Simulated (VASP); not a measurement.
# TaMo2C3 (P6/mmm) in VASP: further runs

One crystal, TaMo2C3, is run at these levels: PBE; tasks: relaxation of cell and atoms.

Everything below comes from runs of VASP 6.6.1. Logs are shortened: lines on timing, memory, paths and dates and some standing lists are left out, and cuts for length are marked.

### Step 1. The crystal as given

It takes space group P6/mmm (No. 191, hexagonal). Conventional cell: a = 5.672 Å, b = 5.672 Å, c = 3.120 Å, α = 90.00°, β = 90.00°, γ = 120.00°. Ta (site symmetry 6/mmm) is surrounded by 2 Ta at 3.12 Å and 12 C at 3.24 Å and 6 Mo at 3.27 Å. Mo (site symmetry -6m2) is surrounded by 6 C at 2.26 Å. C (site symmetry mmm) is surrounded by 4 Mo at 2.26 Å.

The cell was built by a generator and needn't be a form met in nature.

### Step 2. Relaxation of cell and atoms, PBE

INCAR reads:

```
SYSTEM = TaMo2C3
PREC = Normal
ENCUT = 520
EDIFF = 1E-4
ISMEAR = 0
SIGMA = 0.15
LREAL = .FALSE.
LASPH = .TRUE.
NELM = 60
ALGO = Fast
ISIF = 3
LWAVE = .FALSE.
LCHARG = .FALSE.
GGA = PE
IBRION = 2
NSW = 24
EDIFFG = -0.08
```

KPOINTS reads:

```
Automatic mesh
0
G
  4 4 6
  0 0 0
```

POSCAR reads:

```
TaMo2C3
1.0
    5.6722226600      0.0000000000      0.0000000000
   -2.8361113300      4.9122889200      0.0000000000
    0.0000000000      0.0000000000      3.1197831000
Ta Mo C
1 2 3
Direct
    0.0000000000      0.0000000000      0.0000000000
    0.3333333300      0.6666666700      0.0000000000
    0.6666666700      0.3333333300      0.0000000000
    0.5000000000      0.0000000000      0.5000000000
    0.5000000000      0.5000000000      0.5000000000
    0.0000000000      0.5000000000      0.5000000000
```

Potentials or basis: VASP PAW PBE potentials, release 64 (Ta_pv, Mo_sv, C).

Launch:

```
> cat potpaw_PBE.64/Ta_pv/POTCAR potpaw_PBE.64/Mo_sv/POTCAR potpaw_PBE.64/C/POTCAR > POTCAR
> mpirun -np 1 vasp_std > vasp.out
```

OUTCAR:

```text
SYSTEM = TaMo2C3
   PREC = Normal
   ENCUT = 520
   EDIFF = 1E-4
   ISMEAR = 0
   LREAL = .FALSE.
   LASPH = .TRUE.
   NELM = 60
   ISIF = 3
   GGA = PE
   IBRION = 2
   NSW = 24
   EDIFFG = -0.08

 ion  position               nearest neighbor table
   1  0.000  0.000  0.000-   2 3.27   3 3.27   3 3.27   2 3.27   3 3.27   2 3.27
   2  0.333  0.667  0.000-   6 2.26   6 2.26   4 2.26   4 2.26   5 2.26   5 2.26   1 3.27   3 3.27
                             3 3.27   1 3.27   1 3.27   3 3.27
   3  0.667  0.333  0.000-   6 2.26   6 2.26   4 2.26   4 2.26   5 2.26   5 2.26   1 3.27   2 3.27
                             2 3.27   1 3.27   1 3.27   2 3.27
   4  0.500  0.000  0.500-   2 2.26   3 2.26   2 2.26   3 2.26
   5  0.500  0.500  0.500-   2 2.26   3 2.26   2 2.26   3 2.26
   6  0.000  0.500  0.500-   2 2.26   3 2.26   2 2.26   3 2.26

  LATTYP: Found a hexagonal cell.
 ALAT       =     5.6722226600
 C/A-ratio  =     0.5500106902

  Lattice vectors:

 A1 = (   5.6722226600,   0.0000000000,   0.0000000000)
 A2 = (  -2.8361113300,   4.9122889200,   0.0000000000)
 A3 = (   0.0000000000,   0.0000000000,   3.1197831000)

Analysis of symmetry for initial positions (statically):
=====================================================================
 Subroutine PRICEL returns:
 Original cell was already a primitive cell.

 Routine SETGRP: Setting up the symmetry group for a
 hexagonal supercell.

 Subroutine GETGRP returns: Found 24 space group operations
 (whereof 24 operations were pure point group operations)
 out of a pool of 24 trial point group operations.

The static configuration has the point symmetry D_6h.

Analysis of symmetry for dynamics (positions and initial velocities):
=====================================================================
 Subroutine PRICEL returns:
 Original cell was already a primitive cell.

 Routine SETGRP: Setting up the symmetry group for a
 hexagonal supercell.

 Subroutine GETGRP returns: Found 24 space group operations
 (whereof 24 operations were pure point group operations)
 out of a pool of 24 trial point group operations.

The dynamic configuration has the point symmetry D_6h.

 Subroutine INISYM returns: Found 24 space group operations
 (whereof 24 operations are pure point group operations),
 and found     1 'primitive' translations

----------------------------------------------------------------------------------------

                                     Primitive cell

  volume of cell :      86.9284

  direct lattice vectors                    reciprocal lattice vectors
     5.672222660  0.000000000  0.000000000     0.176297734  0.101785544  0.000000000
    -2.836111330  4.912288920  0.000000000     0.000000000  0.203571088  0.000000000
     0.000000000  0.000000000  3.119783100     0.000000000  0.000000000  0.320535104

  length of vectors
     5.672222660  5.672222660  3.119783100     0.203571088  0.203571088  0.320535104

  position of ions in fractional coordinates (direct lattice)
     0.000000000  0.000000000  0.000000000
     0.333333330  0.666666670  0.000000000
     0.666666670  0.333333330  0.000000000
     0.500000000  0.000000000  0.500000000
     0.500000000  0.500000000  0.500000000
     0.000000000  0.500000000  0.500000000

  ion indices of the primitive-cell ions
   primitive index   ion index
                 1           1
                 2           2
                 3           3
                 4           4
                 5           5
                 6           6

----------------------------------------------------------------------------------------

 KPOINTS: Automatic mesh

Automatic generation of k-mesh.
 Grid dimensions read from file:
 generate k-points for:    4    4    6

 Generating k-lattice:

  Cartesian coordinates                     Fractional coordinates (reciprocal lattice)
     0.044074433  0.025446386  0.000000000     0.250000000  0.000000000  0.000000000
     0.000000000  0.050892772  0.000000000     0.000000000  0.250000000  0.000000000
     0.000000000  0.000000000  0.053422517     0.000000000  0.000000000  0.166666667

  Length of vectors
     0.050892772  0.050892772  0.053422517

  Shift w.r.t. Gamma in fractional coordinates (k-lattice)
     0.000000000  0.000000000  0.000000000

 Subroutine IBZKPT returns following result:
 ===========================================

 Found     16 irreducible k-points:

 Following reciprocal coordinates:
            Coordinates               Weight
  0.000000  0.000000  0.000000      1.000000
  0.250000 -0.000000  0.000000      6.000000
  0.500000 -0.000000  0.000000      3.000000
  0.250000  0.250000  0.000000      6.000000
  0.000000  0.000000  0.166667      2.000000
  0.250000 -0.000000  0.166667     12.000000
[... 8 lines left out ...]
  0.500000 -0.000000  0.500000      3.000000
  0.250000  0.250000  0.500000      6.000000
   k-points           NKPTS =     16   k-points in BZ     NKDIM =     16   number of bands    NBANDS=     30
   number of dos      NEDOS =    301   number of ions     NIONS =      6
   total plane-waves  NPLWV =  18432
   dimension x,y,z NGX =    32 NGY =   32 NGZ =   18
   dimension x,y,z NGXF=    64 NGYF=   64 NGZF=   36
   ions per type =               1   2   3
   NGX,Y,Z   is equivalent  to a cutoff of   9.38,  9.38,  9.59 a.u.
   NGXF,Y,Z  is equivalent  to a cutoff of  18.76, 18.76, 19.18 a.u.
 SYSTEM =  TaMo2C3
   PREC   = normal    normal or accurate (medium, high low for compatibility)
   ISTART =      0    job   : 0-new  1-cont  2-samecut
   ICHARG =      2    charge: 1-file 2-atom 10-const
   ISPIN  =      1    spin polarized calculation?
   LNONCOLLINEAR =      F non collinear calculations
   LSORBIT =      F    spin-orbit coupling
   LASPH  =      T    aspherical Exc in radial PAW
   ENCUT  =  520.0 eV  38.22 Ry    6.18 a.u.  10.55 10.55  5.80*2*pi/ulx,y,z
   NELM   =     60;   NELMIN=  2; NELMDL= -5     # of ELM steps
   EDIFF  = 0.1E-03   stopping-criterion for ELM
   LREAL  =      F    real-space projection
   EDIFFG = -.8E-01   stopping-criterion for IOM
   NSW    =     24    number of steps for IOM
   IBRION =      2    ionic relax: 0-MD 1-quasi-New 2-CG
   NFREE  =      1    steps in history (QN), initial steepest desc. (CG)
   ISIF   =      3    stress and relaxation
   ISYM   =      2    0-nonsym 1-usesym 2-fastsym
   POTIM  = 0.5000    time-step for ionic-motion
   TEBEG  =    0.0;   TEEND  =   0.0 temperature during run
   PSTRESS=    0.0 pullay stress
   NELECT =      51.0000    total number of electrons
   NUPDOWN=      -1.0000    fix difference up-down
   EMIN   =  10.00;   EMAX   =-10.00  energy-range for DOS
   EFERMI =   0.00;   METHOD = LEGACY
   ISMEAR =     0;   SIGMA  =   0.15  broadening in eV -4-tet -1-fermi 0-gaus
   EFERMI_NEDOS =   21; number of points for ismear=-14 and -15
   IALGO  =     68    algorithm
   IMIX   =      4    mixing-type and parameters
     AMIX     =   0.40;   BMIX     =  1.00
     AMIX_MAG =   1.60;   BMIX_MAG =  1.00
  volume/ion in A,a.u.               =      14.49        97.77
  Fermi-wavevector in a.u.,A,eV,Ry     =   1.370496  2.589861 25.555260  1.878259
  Thomas-Fermi vector in A             =   2.496277
   LORBIT       =      0    0 simple, 1 ext, 2 COOP (PROOUT), +10 PAW based schemes
   GGA     = PE    functional components
   LHFCALC =     F    Hartree Fock is set to
   AEXX    =    0.0000 exact exchange contribution
   IVDW    =     0    specifies the selected vdW correction
   LEPSILON=     F    determine dielectric tensor
   LRPA    =     F    only Hartree local field effects (RPA)
 conjugate gradient relaxation of ions
 non-spin polarized calculation
 RMM-DIIS sequential band-by-band and
 Gauss-broadening in eV      SIGMA  =   0.15
  energy-cutoff  :      520.00
  volume of cell :       86.93
 maximum number of plane-waves:      2376
   NGX = 21   NGY = 21   NGZ = 11

--------------------------------------- Ionic step        1  -------------------------------------------

 number of electron      51.0000014 magnetization

 Free energy of the ion-electron system (eV)
  ---------------------------------------------------
  ext. energy  EPLUGINS =         0.00000000
  ---------------------------------------------------
  free energy    TOTEN  =       -54.58619517 eV

  energy without entropy =      -54.52076377  energy(sigma->0) =      -54.55347947

------------------------ aborting loop because EDIFF is reached ----------------------------------------

  FORCE on cell =-STRESS in cart. coord.  units (eV):
  Direction    XX          YY          ZZ          XY          YZ          ZX
  --------------------------------------------------------------------------------------
  -------------------------------------------------------------------------------------
  Total      -15.8340936    -15.8340936    -26.9472428      0.0000000     -0.0000000      0.0000000
  in kB     -291.8382520   -291.8382521   -496.6647567      0.0000000     -0.0000000      0.0000000
  external PRESSURE =    -360.1137536 kB  Pullay stress =       0.0000000 kB
[... 25 lines left out ...]
  energy  without entropy=      -54.5207637658  energy(sigma->0) =      -54.55347947

--------------------------------------- Ionic step        2  -------------------------------------------

 number of electron      50.9999998 magnetization

 E-fermi :  13.9351     XC(G=0): -14.4769

 val. band max:       13.9330679220   @ k =   0.2500   0.2500   0.1667
 cond. band min:      13.9891162952   @ k =   0.2500  -0.0000   0.3333
 fundamental gap:      0.0560483733
 Fermi energy:        13.9350507113

 k-point     1 :       0.0000    0.0000    0.0000
  band No.  band energies     occupation
      1     -47.5549      2.00000
      2     -47.4189      2.00000
      3     -22.3895      2.00000
      4     -22.3895      2.00000
      5     -21.8322      2.00000
      6     -21.8322      2.00000
[... 590 lines left out ...]
  FREE ENERGIE OF THE ION-ELECTRON SYSTEM (eV)
  ---------------------------------------------------
  free  energy   TOTEN  =       -56.8495269636 eV

  energy  without entropy=      -56.8095264955  energy(sigma->0) =      -56.82952673

[... ionic steps 4 to 7 ...]

--------------------------------------- Ionic step        8  -------------------------------------------

 number of electron      50.9999994 magnetization

------------------------ aborting loop because EDIFF is reached ----------------------------------------

  FORCE on cell =-STRESS in cart. coord.  units (eV):
  Direction    XX          YY          ZZ          XY          YZ          ZX
  --------------------------------------------------------------------------------------
  -------------------------------------------------------------------------------------
  Total       -0.3174087     -0.3174087     -0.5872538      0.0000000      0.0000000      0.0000000
  in kB       -7.1451561     -7.1451561    -13.2196122      0.0000000      0.0000000      0.0000000
  external PRESSURE =      -9.1699748 kB  Pullay stress =       0.0000000 kB
[... 65 lines left out ...]
  energy  without entropy=      -56.8486808128  energy(sigma->0) =      -56.86806360

--------------------------------------- Ionic step       10  -------------------------------------------

 number of electron      50.9999994 magnetization

 Free energy of the ion-electron system (eV)
  ---------------------------------------------------
  ext. energy  EPLUGINS =         0.00000000
  ---------------------------------------------------
  free energy    TOTEN  =       -56.88926922 eV

  energy without entropy =      -56.85019800  energy(sigma->0) =      -56.86973361

 E-fermi :   9.5366     XC(G=0): -12.7934

 val. band max:        9.5276102736   @ k =   0.2500   0.2500   0.1667
 cond. band min:       9.5948814998   @ k =   0.0000   0.0000   0.5000
 fundamental gap:      0.0672712262
 Fermi energy:         9.5366023682

 k-point     1 :       0.0000    0.0000    0.0000
  band No.  band energies     occupation
      1     -52.0752      2.00000
      2     -52.0316      2.00000
      3     -26.3281      2.00000
      4     -26.3281      2.00000
      5     -26.1008      2.00000
      6     -26.1008      2.00000
[... 550 lines left out ...]
  FREE ENERGIE OF THE ION-ELECTRON SYSTEM (eV)
  ---------------------------------------------------
  free  energy   TOTEN  =       -56.8892692248 eV

  energy  without entropy=      -56.8501980004  energy(sigma->0) =      -56.86973361

 reached required accuracy - stopping structural energy minimisation
```

Run time: 64 s. Hardware: 1 thread of Intel Xeon 6975P-C (Granite Rapids), shared host; peak memory 0.18 GiB.

What came out:

```
Free energy                            : -56.8893 eV
Relaxed volume                         : 11.82 Å³/atom
Relaxed cell                           : a = 5.358 Å, b = 5.358 Å, c = 2.853 Å, α = 90.00°, β = 90.00°, γ = 120.00°
Space group after relaxing (to 0.05 Å) : P6/mmm (No. 191)
Energy gained by relaxing              : 383.8 meV/atom
Ionic steps                            : 10
Pressure after relaxing                : 0.4 GPa
Band gap on the k mesh                 : none (metal or under the smearing width)
```

Step by step:
| step | energy change (eV) | largest force (eV/Å) | pressure (GPa) | volume (Å³) |
| --- | --- | --- | --- | --- |
| 1 | 0.0000 | 0.0000 | -36.01 | 86.93 |
| 2 | 6.4909 | 0.0000 | 173.71 | 51.86 |
| 3 | -2.2633 | 0.0000 | -6.57 | 72.85 |
| 4 | -2.2955 | 0.0000 | -2.75 | 71.74 |
| 5 | -2.2999 | 0.0000 | -0.12 | 71.09 |
| 6 | -2.2993 | 0.0000 | -1.06 | 71.39 |
| 7 | -2.3023 | 0.0000 | -0.74 | 71.13 |
| 8 | -2.3024 | 0.0000 | -0.92 | 71.17 |
| 9 | -2.3013 | 0.0000 | 1.75 | 70.55 |
| 10 | -2.3031 | 0.0000 | 0.36 | 70.91 |

Final structure:
```
Ta Mo C
1.0
     5.35750    0.00000    0.00000
    -2.67875    4.63973    0.00000
     0.00000    0.00000    2.85287
Ta Mo C
1 2 3
Direct
  0.00000 0.00000 0.00000
  0.33333 0.66667 0.00000
  0.66667 0.33333 0.00000
  0.50000 0.00000 0.50000
  0.50000 0.50000 0.50000
  0.00000 0.50000 0.50000
```

Caveat: the volume moved by over 15 % at a fixed basis, so the end points are rough; the relaxation stopped at a loose force limit of 0.08 eV/Å, so its end isn't a converged minimum. The run has no spin-orbit coupling, so splittings on Ta are missing.

[end of part 1 of 2]
